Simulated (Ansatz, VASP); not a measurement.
## One calculation of CsTl, two programs

```xyz
4
Lattice="0.0000 4.2560 4.2560 4.2560 0.0000 4.2560 4.2560 4.2560 0.0000" Properties=species:S:1:pos:R:3 pbc="T T T"
Cs    1.0640    1.0640    1.0640
Cs   -1.0640   -1.0640   -1.0640
Tl    3.1920    3.1920    3.1920
Tl   -3.1920   -3.1920   -3.1920
```

Alike in both runs: task electric field gradients; functional PBEsol; k mesh 6 × 6 × 6; occupations fermi-dirac, width 0.05 eV; no spin polarisation.

|  | VASP | Ansatz |
| --- | --- | --- |
| version | VASP 6.6.1 | Ansatz 0.2.0 |
| potentials or method | VASP PAW PBE potentials, release 64 (Cs_sv, Tl_d) | PAW with Ansatz's default frozen-core files, scalar-relativistic |
| plane-wave cutoff (eV) | 520 | 420 |
| valence electrons in the cell | 44 | 44 |

```csv
,VASP,Ansatz,Ansatz less VASP
pressure (GPa),0.0,0.0,-0.05
Vzz of the field gradient on the site that differs most (V/Å²),0.0,0.0,0.00
```

With one functional, cell and mesh, what is left measures potentials, basis and numerics. Ansatz warned: «gradients_without_spin_orbit».

Caveats: the PAW data sets were made with another functional, which shifts forces and pressure a little (VASP). Spin-orbit coupling is left out, which matters for the levels of Cs, Tl.
